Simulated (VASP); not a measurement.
VASP input:

File POSCAR:
```
Ag
1
    0.0000000000     2.0450000000     2.0450000000
    2.0450000000     0.0000000000     2.0450000000
    2.0450000000     2.0450000000     0.0000000000
Ag
1
Direct
  0.0000000000   0.0000000000   0.0000000000
```

### INCAR
```
LREAL=.FALSE.   # projection in real space or not
IBRION=2   # conjugate gradients
SYSTEM=Ag
ENCUT=520
NELM=100   # most electronic steps
ISIF=3   # ions, shape and volume
LMIXTAU=.TRUE.
LASPH=.TRUE.
PREC=Accurate
ISMEAR=1   # Methfessel-Paxton
METAGGA=R2SCAN
ALGO=Normal   # blocked Davidson
SIGMA=0.1   # width (eV)
LMAXMIX=4   # l cut-off of mixed one-centre charges
EDIFFG=-0.01   # ionic stop
NSW=60   # most ionic steps
EDIFF=1E-6   # SCF stop (eV)
LWAVE=.FALSE.
LCHARG=.FALSE.
```

### KPOINTS
```
Automatic mesh
0
Gamma
14 14 14
0 0 0
```

POTCAR, in this order: Ag (PBE.64 set). Program: vasp_std.

Write an equivalent input for Ansatz.

One equivalent input (not run):
Ansatz 0.2 input:
```yaml
crystal:
  lattice:
    - [0.0000000, 2.0450000, 2.0450000]
    - [2.0450000, 0.0000000, 2.0450000]
    - [2.0450000, 2.0450000, 0.0000000]
  atoms:
    - { symbol: Ag, position: [0.0000000, 0.0000000, 0.0000000] }
kpoints:
  mp_grid: { grid: [14, 14, 14] }
hamiltonian:
  xc: r2scan
  pseudopotentials: { kind: paw }
scf:
  occupations: { method: methfessel_paxton, width: 0.1 }
  max_iter: 100
relax:
  max_steps: 60
  f_tol: 0.01
  cell: {}
output: { forces: true, stress: true, eigenvalues: true }
```
Limits of the translation: each code has its own PAW files, so the cut-off isn't converted (ENCUT is set for VASP's; basis.ecutwfc is left out, and Ansatz then takes the one that its files recommend); Ansatz stops its SCF on the density residual and VASP on the energy change (EDIFF).

The compound is Ag in the fcc structure. This run relaxes it. Symmetry was kept, so distortions that lower it aren't found.
